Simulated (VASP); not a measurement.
These are r2SCAN meta-GGA, VASP's PBE PAW potentials (set 64) (plane waves; VASP 6.6.1) values and carry that method's errors.

VASP input:

**INCAR**
```
# general
SYSTEM  = Tl
PREC    = Accurate
ENCUT   = 480   # plane-wave cut-off (eV)
LREAL   = .False.   # projection in real space or not
LASPH   = .True.

# electronic loop
EDIFF   = 1E-6   # SCF stop (eV)
NELM    = 100
ALGO    = Normal   # blocked Davidson
LMAXMIX = 4
LMIXTAU = .True.

# smearing
ISMEAR  = 1
SIGMA   = 0.1

# functional
METAGGA = R2SCAN

# ions
IBRION  = 2
NSW     = 60
ISIF    = 3
EDIFFG  = -0.01   # ionic stop

# output
LWAVE   = .False.
LCHARG  = .False.
```

POSCAR:
```
Tl
1
    3.4600000000     0.0000000000     0.0000000000
   -1.7300000000     2.9964480000     0.0000000000
    0.0000000000     0.0000000000     5.5200000000
Tl
2
Direct
  0.6666670000   0.3333330000   0.7500000000
  0.3333330000   0.6666670000   0.2500000000
```

**KPOINTS**
```
Automatic mesh
0
Gamma
11 11 6
0 0 0
```

POTCAR, in this order: Tl_d (PBE.64 set). Program: vasp_std.

What VASP printed:

### OSZICAR
```
...
DAV:  17    -0.106341371398E+03   -0.25723E-03   -0.20791E-04  2231   0.123E-01    0.627E-02
DAV:  18    -0.106341386192E+03   -0.14795E-04   -0.51936E-05  2293   0.691E-02    0.312E-02
DAV:  19    -0.106341390530E+03   -0.43375E-05   -0.14953E-05  2264   0.343E-02    0.656E-03
DAV:  20    -0.106341388527E+03    0.20028E-05   -0.12775E-06  1711   0.818E-03    0.180E-03
DAV:  21    -0.106341388947E+03   -0.42054E-06   -0.17759E-06  1714   0.112E-02
   1 F= -.10634139E+03 E0= -.10634099E+03  d E =-.106341E+03
       N       E                     dE             d eps       ncg     rms          rms(c)
DAV:   1    -0.106998129707E+03   -0.65674E+00   -0.12950E+01  2181   0.335E+01    0.490E+00
DAV:   2    -0.106435517582E+03    0.56261E+00   -0.11513E+00  2176   0.874E+00    0.156E+00
DAV:   3    -0.106340816962E+03    0.94701E-01   -0.31409E-01  2206   0.509E+00    0.125E+00
DAV:   4    -0.106267721662E+03    0.73095E-01   -0.22038E-01  2216   0.356E+00    0.213E-01
DAV:   5    -0.106355116822E+03   -0.87395E-01   -0.44933E-02  2213   0.180E+00    0.873E-02
DAV:   6    -0.106352785481E+03    0.23313E-02   -0.12438E-03  2228   0.266E-01    0.600E-02
DAV:   7    -0.106356645028E+03   -0.38595E-02   -0.11940E-03  2215   0.300E-01    0.175E-02
DAV:   8    -0.106357722162E+03   -0.10771E-02   -0.95612E-04  2246   0.243E-01    0.489E-03
DAV:   9    -0.106357733683E+03   -0.11520E-04   -0.62678E-05  2251   0.857E-02    0.371E-03
DAV:  10    -0.106357727499E+03    0.61841E-05   -0.15659E-05  2180   0.566E-02    0.493E-03
DAV:  11    -0.106357753419E+03   -0.25920E-04   -0.99669E-06  1721   0.284E-02    0.451E-04
DAV:  12    -0.106357750708E+03    0.27104E-05   -0.67399E-07  1288   0.752E-03    0.595E-04
DAV:  13    -0.106357751346E+03   -0.63764E-06   -0.67166E-08  1091   0.186E-03
   2 F= -.10635775E+03 E0= -.10635737E+03  d E =-.163624E-01
       N       E                     dE             d eps       ncg     rms          rms(c)
DAV:   1    -0.106360600466E+03   -0.28498E-02   -0.55550E-02  2179   0.214E+00    0.313E-01
DAV:   2    -0.106358110212E+03    0.24903E-02   -0.54273E-03  2178   0.611E-01    0.995E-02
DAV:   3    -0.106357755523E+03    0.35469E-03   -0.13430E-03  2203   0.337E-01    0.760E-02
DAV:   4    -0.106356996246E+03    0.75928E-03   -0.15402E-03  2218   0.295E-01    0.128E-02
DAV:   5    -0.106357742177E+03   -0.74593E-03   -0.38099E-04  2216   0.150E-01    0.568E-03
DAV:   6    -0.106357793546E+03   -0.51369E-04   -0.39593E-05  2250   0.517E-02    0.414E-03
DAV:   7    -0.106357799556E+03   -0.60101E-05   -0.15161E-06  1684   0.102E-02    0.175E-03
DAV:   8    -0.106357799004E+03    0.55178E-06   -0.78636E-08  1091   0.280E-03
   3 F= -.10635780E+03 E0= -.10635741E+03  d E =-.164101E-01
       N       E                     dE             d eps       ncg     rms          rms(c)
DAV:   1    -0.106358087649E+03   -0.28809E-03   -0.57506E-03  2180   0.689E-01    0.100E-01
DAV:   2    -0.106357828321E+03    0.25933E-03   -0.56643E-04  2180   0.198E-01    0.319E-02
DAV:   3    -0.106357786281E+03    0.42041E-04   -0.13968E-04  2195   0.109E-01    0.244E-02
DAV:   4    -0.106357720303E+03    0.65977E-04   -0.17267E-04  2218   0.966E-02    0.432E-03
DAV:   5    -0.106357794239E+03   -0.73935E-04   -0.45003E-05  2208   0.500E-02    0.205E-03
DAV:   6    -0.106357797986E+03   -0.37473E-05   -0.51748E-06  1739   0.184E-02    0.116E-03
DAV:   7    -0.106357797369E+03    0.61722E-06   -0.16029E-07  1091   0.378E-03
   4 F= -.10635780E+03 E0= -.10635741E+03  d E =-.164084E-01
       N       E                     dE             d eps       ncg     rms          rms(c)
DAV:   1    -0.106359178911E+03   -0.13809E-02   -0.51974E-02  2245   0.183E+00    0.158E-01
DAV:   2    -0.106358205419E+03    0.97349E-03   -0.89216E-04  2231   0.271E-01    0.903E-02
DAV:   3    -0.106357980596E+03    0.22482E-03   -0.63250E-04  2199   0.261E-01    0.265E-02
DAV:   4    -0.106357950397E+03    0.30199E-04   -0.26264E-04  2252   0.149E-01    0.875E-03
DAV:   5    -0.106358005282E+03   -0.54885E-04   -0.20668E-04  2216   0.123E-01    0.352E-03
DAV:   6    -0.106358035108E+03   -0.29826E-04   -0.60031E-05  2190   0.590E-02    0.239E-03
DAV:   7    -0.106358038749E+03   -0.36409E-05   -0.10398E-06  1629   0.755E-03    0.747E-04
DAV:   8    -0.106358037279E+03    0.14701E-05   -0.77331E-08  1088   0.284E-03    0.388E-04
DAV:   9    -0.106358038100E+03   -0.82116E-06   -0.12386E-08  1088   0.120E-03
   5 F= -.10635804E+03 E0= -.10635764E+03  d E =-.240731E-03
       N       E                     dE             d eps       ncg     rms          rms(c)
DAV:   1    -0.106368733925E+03   -0.10697E-01   -0.46755E-01  2245   0.548E+00    0.471E-01
DAV:   2    -0.106360152371E+03    0.85816E-02   -0.78855E-03  2239   0.800E-01    0.270E-01
DAV:   3    -0.106358032710E+03    0.21197E-02   -0.57326E-03  2196   0.787E-01    0.784E-02
DAV:   4    -0.106357942700E+03    0.90010E-04   -0.23373E-03  2243   0.447E-01    0.259E-02
DAV:   5    -0.106358299869E+03   -0.35717E-03   -0.17959E-03  2216   0.365E-01    0.101E-02
DAV:   6    -0.106358638312E+03   -0.33844E-03   -0.53563E-04  2189   0.176E-01    0.720E-03
DAV:   7    -0.106358654221E+03   -0.15910E-04   -0.81831E-06  2065   0.211E-02    0.250E-03
DAV:   8    -0.106358649697E+03    0.45240E-05   -0.55843E-07  1207   0.817E-03    0.116E-03
DAV:   9    -0.106358653144E+03   -0.34472E-05   -0.14620E-07  1091   0.434E-03    0.604E-04
DAV:  10    -0.106358653418E+03   -0.27404E-06   -0.63597E-08  1091   0.236E-03
   6 F= -.10635865E+03 E0= -.10635821E+03  d E =-.856050E-03
       N       E                     dE             d eps       ncg     rms          rms(c)
DAV:   1    -0.106397745099E+03   -0.39092E-01   -0.18679E+00  2239   0.110E+01    0.934E-01
DAV:   2    -0.106364254055E+03    0.33491E-01   -0.30445E-02  2213   0.156E+00    0.539E-01
DAV:   3    -0.106355690157E+03    0.85639E-02   -0.22988E-02  2198   0.157E+00    0.152E-01
DAV:   4    -0.106355820391E+03   -0.13023E-03   -0.90724E-03  2236   0.885E-01    0.514E-02
DAV:   5    -0.106356961984E+03   -0.11416E-02   -0.67019E-03  2215   0.714E-01    0.199E-02
DAV:   6    -0.106358403379E+03   -0.14414E-02   -0.20387E-03  2196   0.348E-01    0.142E-02
DAV:   7    -0.106358443373E+03   -0.39995E-04   -0.23275E-05  2261   0.361E-02    0.544E-03
DAV:   8    -0.106358433979E+03    0.93942E-05   -0.21175E-06  1701   0.154E-02    0.239E-03
DAV:   9    -0.106358444991E+03   -0.11012E-04   -0.10055E-06  1659   0.122E-02    0.978E-04
DAV:  10    -0.106358442134E+03    0.28573E-05   -0.12352E-07  1090   0.362E-03    0.238E-04
DAV:  11    -0.106358446378E+03   -0.42445E-05   -0.10965E-07  1091   0.461E-03    0.149E-04
DAV:  12    -0.106358444657E+03    0.17217E-05   -0.31551E-08  1091   0.176E-03    0.148E-04
DAV:  13    -0.106358444410E+03    0.24624E-06   -0.58367E-09  1091   0.897E-04
   7 F= -.10635844E+03 E0= -.10635764E+03  d E =-.647042E-03
       N       E                     dE             d eps       ncg     rms          rms(c)
DAV:   1    -0.106372571668E+03   -0.14127E-01   -0.64836E-01  2215   0.643E+00    0.549E-01
DAV:   2    -0.106360986121E+03    0.11586E-01   -0.10579E-02  2219   0.916E-01    0.318E-01
DAV:   3    -0.106357857706E+03    0.31284E-02   -0.78601E-03  2200   0.915E-01    0.830E-02
DAV:   4    -0.106358018147E+03   -0.16044E-03   -0.30420E-03  2236   0.515E-01    0.283E-02
DAV:   5    -0.106358346853E+03   -0.32871E-03   -0.22841E-03  2208   0.413E-01    0.118E-02
DAV:   6    -0.106358844798E+03   -0.49795E-03   -0.63294E-04  2181   0.196E-01    0.747E-03
DAV:   7    -0.106358842703E+03    0.20953E-05   -0.13060E-05  2251   0.264E-02    0.226E-03
DAV:   8    -0.106358849020E+03   -0.63172E-05   -0.13302E-06  1692   0.123E-02    0.116E-03
DAV:   9    -0.106358845639E+03    0.33814E-05   -0.18561E-07  1089   0.517E-03    0.636E-04
DAV:  10    -0.106358846468E+03   -0.82928E-06   -0.71250E-08  1088   0.203E-03
   8 F= -.10635885E+03 E0= -.10635823E+03  d E =-.104910E-02
```

### OUTCAR
```
------------------------ aborting loop because EDIFF is reached ----------------------------------------
  FORCE on cell =-STRESS in cart. coord.  units (eV):
  Direction    XX          YY          ZZ          XY          YZ          ZX
  --------------------------------------------------------------------------------------
  Total        0.0046640      0.0046640      0.0079831      0.0000000      0.0000000      0.0000000
  in kB        0.1237161      0.1237161      0.2117556      0.0000000      0.0000000      0.0000000
  external PRESSURE =       0.1530626 kB  Pullay stress =       0.0000000 kB
  volume of cell :       60.40
      direct lattice vectors                 reciprocal lattice vectors
     3.542683681  0.000000000  0.000000000     0.282271885  0.162969743  0.000000000
    -1.771341841  3.068054176 -0.000000000     0.000000000  0.325939486  0.000000000
     0.000000000 -0.000000000  5.557129192     0.000000000  0.000000000  0.179949029
 POSITION                                       TOTAL-FORCE (eV/Angst)
 -----------------------------------------------------------------------------------
      1.77134      1.02268      4.16785        -0.000000      0.000000      0.000000
     -0.00000      2.04537      1.38928         0.000000     -0.000000      0.000000
 -----------------------------------------------------------------------------------
    total drift:                               -0.000418      0.000222      0.000011
  FREE ENERGIE OF THE ION-ELECTRON SYSTEM (eV)
  ---------------------------------------------------
  free  energy   TOTEN  =      -106.3588464682 eV

  energy  without entropy=     -106.3570041951  energy(sigma->0) =     -106.35823238

 reached required accuracy - stopping structural energy minimisation
```
(Selected blocks of OUTCAR.)

**CONTCAR**
```
Tl
   1.00000000000000
     3.5426836811415150    0.0000000000000000    0.0000000000000000
    -1.7713418405707575    3.0680541758057123   -0.0000000000000000
     0.0000000000000000   -0.0000000000000000    5.5571291923741288
  Tl
     2
Direct
     0.6666669999999968    0.3333330000000032    0.7500000000000000
     0.3333330000000032    0.6666669999999968    0.2500000000000000
```

OUTCAR:
```
 val. band max:        5.9060660987   @ k =   0.3636   0.0909   0.3333

 cond. band min:       5.9689209183   @ k =   0.2727   0.0909   0.3333


 Fermi energy:         5.9390394600

 k-point     1 :       0.0000    0.0000    0.0000
  band No.  band energies     occupation
      1      -6.2729      2.00000
      2      -6.0781      2.00000
      3      -6.0781      2.00000
      4      -6.0721      2.00000
      5      -6.0282      2.00000
      6      -6.0282      2.00000
      7      -5.9925      2.00000
      8      -5.9925      2.00000
      9      -5.6623      2.00000
     10      -5.6623      2.00000
     11      -4.0989      2.00000
     12       0.7716      2.00000
     13       3.3726      2.00000
     14      13.5992      0.00000
     15      13.5993      0.00000
     16      15.6895      0.00000
     17      15.6895      0.00000

 k-point     2 :       0.0909    0.0000    0.0000
  band No.  band energies     occupation
      1      -6.2530      2.00000
      2      -6.1170      2.00000
      3      -6.0478      2.00000
      4      -6.0313      2.00000
      5      -6.0217      2.00000
      6      -6.0090      2.00000
      7      -6.0068      2.00000
      8      -5.9998      2.00000
      9      -5.6901      2.00000
     10      -5.6559      2.00000
     11      -3.9467      2.00000
     12       0.8678      2.00000
     13       3.5652      2.00000
     14      12.0135      0.00000
     15      12.9544      0.00000
     16      14.6200      0.00000
     17      16.0139      0.00000

 k-point     3 :       0.1818    0.0000    0.0000
  band No.  band energies     occupation
      1      -6.2500      2.00000
      2      -6.1213      2.00000
      3      -6.0581      2.00000
      4      -6.0427      2.00000
      5      -6.0320      2.00000
      6      -5.9658      2.00000
      7      -5.9504      2.00000
      8      -5.9222      2.00000
      9      -5.7562      2.00000
     10      -5.6413      2.00000
     11      -3.4834      2.00000
...
```

Energy and stress use the plane-wave basis of the starting cell. Unless said otherwise, spin-orbit coupling is left out, though it shifts the bands of the heavy elements here.

The compound is Tl in the hcp structure. This run relaxes it. Symmetry was kept, so distortions that lower it aren't found.
